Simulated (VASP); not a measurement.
OSZICAR of a VASP run on WS$_{2}$ (2H layered):

**OSZICAR**
```
       N       E                     dE             d eps       ncg     rms          rms(c)
DAV:   1     0.518721021478E+03    0.51872E+03   -0.28611E+04  1120   0.162E+03
DAV:   2    -0.169504717701E+02   -0.53567E+03   -0.52409E+03  1222   0.429E+02
DAV:   3    -0.493781737082E+02   -0.32428E+02   -0.32242E+02  1259   0.984E+01
DAV:   4    -0.502838778729E+02   -0.90570E+00   -0.90422E+00  1250   0.171E+01
DAV:   5    -0.503105963106E+02   -0.26718E-01   -0.26711E-01  1269   0.300E+00    0.370E+01
DAV:   6    -0.476331916522E+02    0.26774E+01   -0.16937E+01  1174   0.234E+01    0.163E+01
DAV:   7    -0.473647949634E+02    0.26840E+00   -0.39437E+00  1168   0.935E+00    0.638E+00
DAV:   8    -0.472550037084E+02    0.10979E+00   -0.56035E-01  1361   0.447E+00    0.178E+00
DAV:   9    -0.472563829651E+02   -0.13793E-02   -0.51892E-02  1373   0.120E+00    0.923E-01
DAV:  10    -0.472553386809E+02    0.10443E-02   -0.26865E-02  1314   0.102E+00    0.295E-01
DAV:  11    -0.472550543989E+02    0.28428E-03   -0.44805E-03  1230   0.409E-01    0.147E-01
DAV:  12    -0.472550588785E+02   -0.44796E-05   -0.21215E-04  1225   0.909E-02    0.640E-02
DAV:  13    -0.472551252060E+02   -0.66328E-04   -0.13553E-04  1270   0.618E-02    0.297E-02
DAV:  14    -0.472551360827E+02   -0.10877E-04   -0.16503E-05  1130   0.215E-02    0.135E-02
DAV:  15    -0.472551374613E+02   -0.13787E-05   -0.20744E-06   949   0.891E-03    0.626E-03
DAV:  16    -0.472551379625E+02   -0.50121E-06   -0.14308E-06   888   0.667E-03
   1 F= -.47255138E+02 E0= -.47255138E+02  d E =-.472551E+02
       N       E                     dE             d eps       ncg     rms          rms(c)
DAV:   1    -0.472589718865E+02   -0.38344E-02   -0.11875E-01  1020   0.255E+00    0.457E-01
DAV:   2    -0.472563850562E+02    0.25868E-02   -0.83329E-03  1181   0.539E-01    0.170E-01
DAV:   3    -0.472557698665E+02    0.61519E-03   -0.14488E-03  1223   0.226E-01    0.926E-02
DAV:   4    -0.472556597416E+02    0.11012E-03   -0.13309E-04  1357   0.675E-02    0.629E-02
DAV:   5    -0.472556126695E+02    0.47072E-04   -0.92158E-05  1223   0.496E-02    0.233E-02
DAV:   6    -0.472556118407E+02    0.82876E-06   -0.74790E-06  1169   0.147E-02
   2 F= -.47255612E+02 E0= -.47255612E+02  d E =-.473878E-03
```

Problem. Which electronic solver shows in the log?

Solution. It is blocked Davidson (ALGO = Normal, or the opening steps of other solvers). The INCAR had ALGO = Normal.

Problem. Can the final energy be trusted as converged?

Solution. Self-consistency was reached. It stopped with EDIFF = 1E-6, NELM = 100, NSW = 60 and EDIFFG = -0.02 after 2 ionic steps (PW91 GGA, plane waves, VASP's PBE PAW potentials (set 64)). Without a dispersion term in the relaxation, distances and binding between the weakly bound layers, chains or molecules are unreliable, and so is what depends on them.

The compound is WS2 in the 2H layered structure. This run relaxes it. Symmetry was kept, so distortions that lower it aren't found. The start is the result of an earlier pass.
